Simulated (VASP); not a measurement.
## SiO: equation of state with PBE

The system is SiO.

```
Si O
1.0
     2.80697    0.00000    0.00000
     0.00000    2.80697    0.00000
     0.00000    0.00000    2.80697
Si O
1 1
Cartesian
  0.0000 0.0000 0.0000
  1.4035 1.4035 1.4035
```

The cell was built by a generator and needn't be a form met in nature.

```yaml
Program: VASP 6.6.1
Task: equation of state
Functional: PBE
Potentials_or_basis: VASP PAW PBE potentials, release 64 (Si, O)
Cutoff: 520 eV
k_mesh: 9 × 9 × 9
Occupations: fermi-dirac, width 0.05 eV
Spin: no spin polarisation
Further_INCAR_settings: ALGO = Normal; EDIFF = 1e-07; NBANDS = 12
```

| Quantity | Value |
| --- | --- |
| Equilibrium volume | 11.08 Å³/atom |
| Bulk modulus | 129 GPa |
| Pressure derivative of the bulk modulus | 3.6 |

Energy against volume, from the lowest point:
| volume (Å³/atom) | energy (meV/atom) |
| --- | --- |
| 10.395 | 18.84 |
| 10.616 | 8.38 |
| 10.837 | 2.23 |
| 11.058 | 0.00 |
| 11.279 | 1.40 |
| 11.500 | 6.07 |
| 11.722 | 13.70 |

All runs of the series together: 32 s on 1 thread of Intel(R) Xeon(R) Platinum 8488C (Sapphire Rapids) (shared host).
